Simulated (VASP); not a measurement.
Here is the system:

```xyz
4
Lattice="2.5123 0.0000 0.0000 -1.2562 2.1757 0.0000 0.0000 0.0000 8.0067" Properties=species:S:1:pos:R:3 pbc="T T T"
B      1.2562     0.7252     6.0050
B      0.0000     1.4505     2.0017
N      0.0000     0.0000     6.0050
N      0.0000     0.0000     2.0017
```

Calculation: PBE GGA, VASP's PBE PAW potentials (set 64) (plane waves; VASP 6.6.1). Numerical set-up: 500 eV cut-off, 8×8×2 Γ-centred mesh, Gaussian smearing of 0.050 eV, potentials B N.

Without a dispersion term in the relaxation, distances and binding between the weakly bound layers, chains or molecules are unreliable, and so is what depends on them.

Problem. What does the run give for the energy per atom (σ→0)?

Solution. 
- energy per atom (σ→0) = -8.800 eV/atom

The structure comes from a computed database's BN entry (P6_3/mmc); how it stands against other phases isn't given here. It was relaxed first, which changed the volume by +10 %.
